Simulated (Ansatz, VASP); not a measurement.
Mg2ZrH6 in VASP and in Ansatz

```
Mg Zr H
1.0
     0.00000    3.65082    3.65082
     3.65082    0.00000    3.65082
     3.65082    3.65082    0.00000
Mg Zr H
2 1 6
Direct
  0.75000 0.75000 0.75000
  0.25000 0.25000 0.25000
  0.00000 0.00000 0.00000
  0.50000 0.00000 0.00000
  0.00000 0.50000 0.50000
  0.00000 0.50000 0.00000
  0.50000 0.00000 0.50000
  0.00000 0.00000 0.50000
  0.50000 0.50000 0.00000
```

Change from the starting cell: ordered vacancies on the A sites of perovskite (Fm-3m, No. 225).

Alike in both runs: task relaxation of cell and atoms; functional PBE; k mesh 10 × 10 × 10; occupations gaussian, width 0.1 eV; collinear spin.

```csv
,VASP,Ansatz
version,VASP 6.6.1,Ansatz 0.2.0
potentials or method,"VASP PAW PBE potentials, release 64 (Mg, Zr_sv, H)","scalar-relativistic, plane waves, PAW"
plane-wave cutoff (eV),600,420
valence electrons in the cell,22,38
```

VASP gave:

- gap on the k mesh at the Fermi level, each at its own relaxed structure (eV): none
- net moment per atom (μB): 0.22
- size of the moment on the site where the two differ most (μB): 1.27
- relaxed volume (Å³/atom): 11.01
- relaxed cell length with the largest relative difference (Å): 5.194

Question: What did Ansatz give for the same quantities?

Answer: gap on the k mesh at the Fermi level, each at its own relaxed structure (eV): none; net moment per atom (μB): 0.22; size of the moment on the site where the two differ most (μB): 1.01; relaxed volume (Å³/atom): 11.01; relaxed cell length with the largest relative difference (Å): 5.195.

Site moments also hang on the region over which each program counts them. A gap of «none» marks a metal or a gap that the smearing closes. The two sets of potentials don't hold the same shells in valence.
